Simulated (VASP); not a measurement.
# CdF2 with rev-vdW-DF2: from relaxation to properties, part 2 of 4

Wanted: the relaxed cell of CdF2 and its properties. The start is a cell from a database of measured crystal structures.

VASP 6.6.1; rev-vdW-DF2; plane waves and PAW (Cd, F).

So far, gap on the k-mesh (eV): step 2 (relaxing cell and atoms (rev-vdW-DF2)) 2.90. The relaxed cell has a = 5.437 Å (conventional setting).

## 4. Density, ELF and potential (rev-vdW-DF2)

A single point on the relaxed cell gives a clean self-consistent state, with density, ELF and potential written out.

File INCAR:

```
SYSTEM = CdF2
PREC = Accurate
ENCUT = 520
EDIFF = 1E-06
NELM = 100
ISMEAR = 0
SIGMA = 0.05
LREAL = .FALSE.
ALGO = Normal
GGA = MK
AGGAC = 0
LUSE_VDW = .TRUE.
PARAM1 = 0.1234
PARAM2 = 0.711357
ZAB_VDW = -1.8867
LASPH = .TRUE.
NBANDS = 19
LORBIT = 11
LWAVE = .FALSE.
LCHARG = .TRUE.
ISIF = 2
LELF = .TRUE.
LVHAR = .TRUE.
```

File POSCAR:

```
CdF2
1.0
    0.0000000000      2.7185413104      2.7185413104
    2.7185413104      0.0000000000      2.7185413104
    2.7185413104      2.7185413104      0.0000000000
Cd F
1 2
Direct
    0.0000000000      0.0000000000      0.0000000000
    0.2500000000      0.2500000000      0.2500000000
    0.7500000000      0.7500000000      0.7500000000
```

File KPOINTS:

```
Automatic mesh
0
Gamma
6 6 6
0 0 0
```

The projector-augmented-wave data sets are Cd and F (PBE family, release 64).

On the command line:

```sh
$ mpirun -np 2 vasp_std
```

What it wrote:

```text
[banner, memory and clock lines left out]
running    2 mpi-ranks, on    1 nodes
 distrk:  each k-point on    2 cores,    1 groups
 distr:  one band on    1 cores,    2 groups

 POSCAR found type information on POSCAR CdF
 POSCAR found :  2 types and       3 ions
 [... a notice as in an earlier step ...]

 [... a notice as in an earlier step ...]

 LDA part: xc-table for (Slater+PW92), standard interpolation
|                                                                             |
|           W    W    AA    RRRRR   N    N  II  N    N   GGGG   !!!           |
|           W    W   A  A   R    R  NN   N  II  NN   N  G    G  !!!           |
|           W    W  A    A  R    R  N N  N  II  N N  N  G       !!!           |
|           W WW W  AAAAAA  RRRRR   N  N N  II  N  N N  G  GGG   !            |
|           WW  WW  A    A  R   R   N   NN  II  N   NN  G    G                |
|           W    W  A    A  R    R  N    N  II  N    N   GGGG   !!!           |
|                                                                             |
|     The number of bands has been changed from the values supplied in        |
|     The orbitals not found in the WAVECAR file will be initialized with     |
|     random numbers, which is usually adequate. For correlated               |
|     calculations, however, you should redo the groundstate calculation.     |
|     I found NBANDS = 19. Now, NBANDS = 20.                                  |
|                                                                             |

 POSCAR, INCAR and KPOINTS ok, starting setup
 FFT: planning ... GRIDC
 FFT: planning ... GRID_SOFT
 FFT: planning ... GRID
 WAVECAR not read
 entering main loop
       N       E                     dE             d eps       ncg     rms          rms(c)
DAV:   1     0.195100017801E+03    0.19510E+03   -0.15344E+04   680   0.131E+03
DAV:   2     0.141312269739E+01   -0.19369E+03   -0.18368E+03   720   0.338E+02
DAV:   3    -0.655042112333E+01   -0.79635E+01   -0.79441E+01   732   0.746E+01
DAV:   4    -0.658296203512E+01   -0.32541E-01   -0.32540E-01   684   0.506E+00
DAV:   5    -0.658307801817E+01   -0.11598E-03   -0.11598E-03   740   0.268E-01    0.970E+00
DAV:   6    -0.483824174988E+01    0.17448E+01   -0.40460E+00   816   0.376E+01    0.700E+00
DAV:   7    -0.487397235371E+01   -0.35731E-01   -0.86039E-01   676   0.824E+00    0.407E+00
DAV:   8    -0.485895402556E+01    0.15018E-01   -0.15855E-01   652   0.360E+00    0.735E-01
DAV:   9    -0.484864441559E+01    0.10310E-01   -0.36400E-02   788   0.221E+00    0.959E-02
DAV:  10    -0.484901172389E+01   -0.36731E-03   -0.28432E-03   648   0.594E-01    0.108E-01
DAV:  11    -0.484906019288E+01   -0.48469E-04   -0.14045E-04   696   0.130E-01    0.392E-02
DAV:  12    -0.484906269306E+01   -0.25002E-05   -0.43654E-05   648   0.599E-02    0.175E-02
DAV:  13    -0.484906250324E+01    0.18983E-06   -0.30629E-06   724   0.149E-02
   1 F= -.48490625E+01 E0= -.48490625E+01  d E =-.350080E-15
```

Elapsed: 23 s, on 2 MPI ranks of Intel Xeon 6975P-C (Granite Rapids), shared host; peak memory 0.51 GiB; 43 s of CPU time.

Parts of OUTCAR (step 4):

```text
The static configuration has the point symmetry O_h .

 Found     16 irreducible k-points:

   k-points           NKPTS =     16   k-points in BZ     NKDIM =     16   number of bands    NBANDS=     20

   NELECT =      26.0000    total number of electrons

 E-fermi :  -1.4589

 k-point     1 :       0.0000    0.0000    0.0000
  band No.  band energies     occupation
    ...
      9      -2.6203      2.00000
     10      -2.6203      2.00000
     11      -2.2331      2.00000
     12      -2.2331      2.00000
     13      -2.2331      2.00000
     14       1.1744      0.00000
     15      10.7411      0.00000
     16      10.7411      0.00000
     17      10.7411      0.00000
     18      15.3287      0.00000
    ...

 k-point     2 :       0.1667    0.0000    0.0000
  band No.  band energies     occupation
    ...
      9      -2.8084      2.00000
     10      -2.8084      2.00000
     11      -2.4524      2.00000
     12      -2.2009      2.00000
     13      -2.2009      2.00000
     14       2.1326      0.00000
     15       9.6032      0.00000
     16      11.1248      0.00000
     17      11.1248      0.00000
     18      16.8500      0.00000
    ...

Total vdW correction in eV:      5.3855533

  Total        0.0220261      0.0220261      0.0220261      0.0000000     -0.0000000      0.0000000
  in kB        0.8782337      0.8782337      0.8782337      0.0000000     -0.0000000      0.0000000
  external PRESSURE =       0.8782337 kB  Pullay stress =       0.0000000 kB

 POSITION                                       TOTAL-FORCE (eV/Angst)
 -----------------------------------------------------------------------------------
      0.00000      0.00000      0.00000        -0.000000      0.000000     -0.000000
      1.35927      1.35927      1.35927         0.000000      0.000000      0.000000
      4.07781      4.07781      4.07781        -0.000000     -0.000000     -0.000000
 -----------------------------------------------------------------------------------
    total drift:                                0.000000     -0.000000      0.000000

  FREE ENERGIE OF THE ION-ELECTRON SYSTEM (eV)
  ---------------------------------------------------
  free  energy   TOTEN  =        -4.8490625032 eV

  energy  without entropy=       -4.8490625032  energy(sigma->0) =       -4.84906250

Total vdW correction in eV:      5.3855188

[... 8 parts as in an earlier step ...]

[... 5 further parts left out ...]
```

This step gave:

```
SCF cycles   : 13
bands        : 20
Fermi energy : -1.459 eV
pressure     : 0.08782 GPa
```

Valence electrons inside each PAW sphere by angular momentum. Sphere charges, by row:

```tsv
atom	s (e)	p (e)	d (e)	tot (e)
Cd1	0.229	0.187	9.682	10.1
F2	1.734	4.328	0	6.062
F3	1.734	4.328	0	6.062
```

ELF in the ac plane of a cell with a along [110], b along [-110] and c along [001] of the cube at fractional y = 0.000, with atoms of Cd and F within 0.2 Å of it. It is the smooth field of the valence electrons, not physical close to the nuclei.

Ten even steps from '_' (0.00) to '@' (0.79), each cell a mean:
```
__..::..::--::..::..____::....::::......__
..::..--##@@##--..::..::::..++%%%%++::::::
::..::##@@@@@@##::..::....==@@@@@@@@==....
____--%%@@##@@%%--______..**@@%%%%@@**..__
____--##@@@@@@##::______..++@@@@@@@@++..__
____..--****++--..________::++****==::____
________....__________________....________
______..::--::..____________..----::______
____..++%%@@%%++..________--##@@%%##--____
____--%%@@@@@@%%--______..**@@@@@@@@++..__
..__--%%@@##@@%%::__......++@@%%%%@@++....
::::..++@@@@@@++..::::::..--%%@@@@%%::..::
__..::::++**++..::::__..::..--****--..::..
____::..__..__..::______..::__....__::..__
```
Columns run along a (7.7 Å), rows up along c (5.4 Å), edges of the conventional cell, whose origin can differ from the input's. Atoms in or near the plane, at fractional coordinates: Cd at (0.00, 0.00), Cd at (0.50, 0.00), F at (0.25, 0.25), F at (0.75, 0.25), F at (0.25, 0.75), F at (0.75, 0.75).

Valence density in the ac plane of a cell with a along [110], b along [-110] and c along [001] of the cube at fractional y = 0.000, with atoms of Cd and F within 0.2 Å of it. It is the smooth field of the valence electrons, not physical close to the nuclei.

Ten even steps from '_' (0 e/Å³) to '@' (12 e/Å³), each cell a mean:
```
++--______________--++==..____________..==
::..______..______..::..______....______..
________--**--______________..++++..______
________++@@++______________::%%%%::______
________..--..________________----________
__________________________________________
__________________________________________
__________________________________________
__________..__________________....________
________--**--______________..++++..______
________++@@++______________::%%%%::______
________..--..______________..----________
--..______________::--::..____________..--
##--____________..==##++::____________::++
```
Columns run along a (7.7 Å), rows up along c (5.4 Å), edges of the conventional cell, whose origin can differ from the input's. Atoms in or near the plane, at fractional coordinates: Cd at (0.00, 0.00), Cd at (0.50, 0.00), F at (0.25, 0.25), F at (0.75, 0.25), F at (0.25, 0.75), F at (0.75, 0.75).

Electrostatic potential energy in the ac plane of a cell with a along [110], b along [-110] and c along [001] of the cube at fractional y = 0.000, with atoms of Cd and F within 0.2 Å of it. With pseudopotentials it is smooth inside the atoms' cores, unlike the true potential.

Ten even steps from '0' (-51 eV) to '9' (7 eV), each cell a mean:
```
777899987777789999877
778987898777789889877
889831489888896117988
999810289999995005999
999963699999998448999
999999999999999999999
999999999999999999999
999999999999999999999
999997999999999889999
999931499999997117999
999810289999995005999
788963698777898448987
777999997777789999877
777899987777789999877
```
Columns run along a (7.7 Å; values clipped at the 3rd and 97th percentile), rows up along c (5.4 Å), edges of the conventional cell, whose origin can differ from the input's. Atoms in or near the plane, at fractional coordinates: Cd at (0.00, 0.00), Cd at (0.50, 0.00), F at (0.25, 0.25), F at (0.75, 0.25), F at (0.25, 0.75), F at (0.75, 0.75).

In this run the pressure is 0.09 GPa, small enough to go on.

## 5. Bands along the symmetry lines (rev-vdW-DF2)

Levels along the symmetry lines show where the bands peak and cross; KPOINTS_OPT computes them in the converged potential.

Edit INCAR of step 4 so:

```diff
@@ -16,8 +16,6 @@
 LASPH = .TRUE.
-NBANDS = 19
+NBANDS = 26
 LORBIT = 11
 LWAVE = .FALSE.
-LCHARG = .TRUE.
-ISIF = 2
-LELF = .TRUE.
-LVHAR = .TRUE.
+LCHARG = .FALSE.
+KPAR = 2
```

POSCAR is that of step 4.

KPOINTS is that of step 4.

File KPOINTS_OPT:

```
Line mode
16
Line-mode
Reciprocal
  0.00000000   0.00000000   0.00000000 GAMMA
  0.50000000   0.00000000   0.50000000 X

  0.50000000   0.00000000   0.50000000 X
  0.50000000   0.25000000   0.75000000 W

  0.50000000   0.25000000   0.75000000 W
  0.37500000   0.37500000   0.75000000 K

  0.37500000   0.37500000   0.75000000 K
  0.00000000   0.00000000   0.00000000 GAMMA

  0.00000000   0.00000000   0.00000000 GAMMA
  0.50000000   0.50000000   0.50000000 L

  0.50000000   0.50000000   0.50000000 L
  0.62500000   0.25000000   0.62500000 U

  0.62500000   0.25000000   0.62500000 U
  0.50000000   0.25000000   0.75000000 W

  0.50000000   0.25000000   0.75000000 W
  0.50000000   0.50000000   0.50000000 L

  0.50000000   0.50000000   0.50000000 L
  0.37500000   0.37500000   0.75000000 K

  0.62500000   0.25000000   0.62500000 U
  0.50000000   0.00000000   0.50000000 X
```

On the command line:

```sh
$ mpirun -np 2 vasp_std
```

What it wrote:

```text
[... set-up lines as in an earlier step ...]
 entering main loop
       N       E                     dE             d eps       ncg     rms          rms(c)
DAV:   1     0.202927955038E+03    0.20293E+03   -0.14663E+04   872   0.101E+03
DAV:   2     0.174837700257E+01   -0.20118E+03   -0.18917E+03   950   0.291E+02
DAV:   3    -0.654664071893E+01   -0.82950E+01   -0.82633E+01   962   0.614E+01
DAV:   4    -0.658295613758E+01   -0.36315E-01   -0.36313E-01   910   0.423E+00
DAV:   5    -0.658307800427E+01   -0.12187E-03   -0.12187E-03   926   0.213E-01    0.970E+00
DAV:   6    -0.483432357816E+01    0.17488E+01   -0.25794E+00   962   0.289E+01    0.730E+00
DAV:   7    -0.487501866074E+01   -0.40695E-01   -0.88039E-01   862   0.643E+00    0.399E+00
DAV:   8    -0.485753622984E+01    0.17482E-01   -0.12375E-01   868   0.268E+00    0.710E-01
DAV:   9    -0.484868821668E+01    0.88480E-02   -0.24465E-02   920   0.172E+00    0.101E-01
DAV:  10    -0.484901615570E+01   -0.32794E-03   -0.21782E-03   856   0.452E-01    0.114E-01
DAV:  11    -0.484905743445E+01   -0.41279E-04   -0.12029E-04   938   0.931E-02    0.324E-02
DAV:  12    -0.484906261293E+01   -0.51785E-05   -0.19749E-05   856   0.338E-02    0.178E-02
DAV:  13    -0.484906249985E+01    0.11308E-06   -0.76828E-07   762   0.719E-03
   1 F= -.48490625E+01 E0= -.48490625E+01  d E =-.413717E-16
 Start KPOINTS_OPT (optional k-point list driver)
k-point batch [1-16\160]
       N       E                     dE             ncg
DAV:   1     0.359271756958E+03   -0.73199E+04      856
DAV:   2    -0.284852480491E+04   -0.32078E+04      982
DAV:   3    -0.298771545097E+04   -0.13919E+03      926
DAV:   4    -0.298831980374E+04   -0.60435E+00      886
DAV:   5    -0.298832194181E+04   -0.21381E-02      914
DAV:   6    -0.298832195306E+04   -0.11248E-04      894
DAV:   7    -0.298832195312E+04   -0.64032E-07      666
[...]
k-point batch [145-160\160]
       N       E                     dE             ncg
DAV:   1     0.354667093555E+03   -0.15737E+05      856
DAV:   2    -0.289473375060E+04   -0.32494E+04      942
DAV:   3    -0.302649214219E+04   -0.13176E+03      986
DAV:   4    -0.302706471642E+04   -0.57257E+00     1056
DAV:   5    -0.302706654471E+04   -0.18283E-02     1008
DAV:   6    -0.302706655374E+04   -0.90291E-05     1030
DAV:   7    -0.302706655379E+04   -0.52081E-07      784
```

Elapsed: 44 s, on 2 MPI ranks; peak memory 0.7 GiB; 86 s of CPU time.

From OUTCAR (step 5):

```text
   k-points           NKPTS =     16   k-points in BZ     NKDIM =     16   number of bands    NBANDS=     26

   NELECT =      26.0000    total number of electrons

 E-fermi :  -1.4491

 k-point     1 :       0.0000    0.0000    0.0000
  band No.  band energies     occupation
    ...
      9      -2.6203      2.00000
     10      -2.6203      2.00000
     11      -2.2330      2.00000
     12      -2.2330      2.00000
     13      -2.2330      2.00000
     14       1.1744      0.00000
     15      10.7411      0.00000
     16      10.7411      0.00000
     17      10.7411      0.00000
     18      15.3287      0.00000
    ...

Total vdW correction in eV:      5.3855354

  Total        0.0169733      0.0169733      0.0169733      0.0000000     -0.0000000      0.0000000
  in kB        0.6767670      0.6767670      0.6767670      0.0000000     -0.0000000      0.0000000
  external PRESSURE =       0.6767670 kB  Pullay stress =       0.0000000 kB

 POSITION                                       TOTAL-FORCE (eV/Angst)
 -----------------------------------------------------------------------------------
      0.00000      0.00000      0.00000         0.000000     -0.000000      0.000000
      1.35927      1.35927      1.35927         0.000000      0.000000      0.000000
      4.07781      4.07781      4.07781        -0.000000     -0.000000     -0.000000
 -----------------------------------------------------------------------------------
    total drift:                                0.000000     -0.000000      0.000000

  FREE ENERGIE OF THE ION-ELECTRON SYSTEM (eV)
  ---------------------------------------------------
  free  energy   TOTEN  =        -4.8490624999 eV

  energy  without entropy=       -4.8490624999  energy(sigma->0) =       -4.84906250

Total vdW correction in eV:      5.3855091

[... 8 parts as in an earlier step ...]

[... 8 further parts left out ...]
```

Spin-orbit coupling is off here; it would split degenerate levels.

This step gave:

```yaml
bands: 26
fermi_energy: -1.449 eV
pressure: 0.06768 GPa
least_gap_on_mesh_and_path: 2.884 eV
least_direct_gap_on_mesh_and_path: 3.407 eV
valence_top_at_k: 0.5, 0.25, 0.75
```

The electronic bands at the labelled points (eV, zero at the valence-band top; v1 is the highest filled band, c1 the lowest empty one):

```tsv
point	v4	v3	v2	v1	c1	c2
Γ	-0.91	-0.52	-0.52	-0.52	2.88	12.45
0.53 of the way	-1.87	-0.49	-0.28	-0.28	5.29	10.24
X	-2.83	-0.45	-0.09	-0.09	7.70	9.44
0.53 of the way	-2.35	-0.57	-0.50	-0.03	7.74	10.09
W	-1.47	-1.47	-0.54	0.00	7.77	11.17
0.53 of the way	-2.00	-1.02	-0.47	-0.07	7.70	10.72
K	-2.27	-0.89	-0.32	-0.20	7.66	10.50
0.47 of the way	-1.42	-1.23	-0.45	-0.38	5.59	10.26
Γ	-0.91	-0.52	-0.52	-0.52	2.88	12.45
0.47 of the way	-1.25	-1.03	-0.47	-0.47	4.55	10.68
L	-1.74	-1.74	-0.41	-0.41	6.90	8.89
0.53 of the way	-2.01	-1.36	-0.39	-0.32	7.21	9.47
U	-2.27	-0.89	-0.32	-0.20	7.66	10.50
0.53 of the way	-1.94	-1.06	-0.49	-0.05	7.71	10.79
W	-1.47	-1.47	-0.54	0.00	7.77	11.17
0.47 of the way	-1.75	-1.43	-0.46	-0.22	7.31	9.65
L	-1.74	-1.74	-0.41	-0.41	6.90	8.89
0.47 of the way	-1.95	-1.42	-0.40	-0.34	7.15	9.34
K	-2.27	-0.89	-0.32	-0.20	7.66	10.50
jump to U	-2.27	-0.89	-0.32	-0.20	7.66	10.50
0.47 of the way	-2.58	-0.52	-0.24	-0.12	7.71	9.78
X	-2.83	-0.45	-0.09	-0.09	7.70	9.44
```

Of the projections kept (Cd, F), the largest for each band there; the rest of the weight can lie on other orbitals:

```tsv
point	v4	v3	v2	v1	c1	c2
Γ	F 0.98	F 0.67	F 0.67	F 0.67	Cd 0.76	Cd 0.99
X	F 0.94	F 1.00	F 0.88	F 0.88	Cd 0.69	Cd 0.74
W	F 0.84	F 0.84	F 1.00	F 0.88	Cd 0.66	F 0.70
K	F 0.68	F 0.95	F 0.94	F 0.85	Cd 0.66	Cd 0.66
Γ	F 0.98	F 0.67	F 0.67	F 0.67	Cd 0.76	Cd 0.99
L	F 0.96	F 0.96	F 0.74	F 0.74	Cd 0.60	F 0.63
```

The path finds the gap of the mesh within 0.02 eV, so the mesh comes close to both band edges.

(Continued in part 3 of 4.)

[Lines on the potential files, build, host, timing and source positions are cut from VASP's logs without a mark.]

[Logs are printed without paths, hosts, clocks, repeated set-up lines and the standing remarks that a program may print on its own settings, such as how far it seeks lower states.]

[Hosts, paths, dates, database ids (printed as entryN), source tags and the programs' standing remarks are cut or masked in the printed files.]

[A measured line is paired with the nearest computed mode of its activity, which favours agreement.]
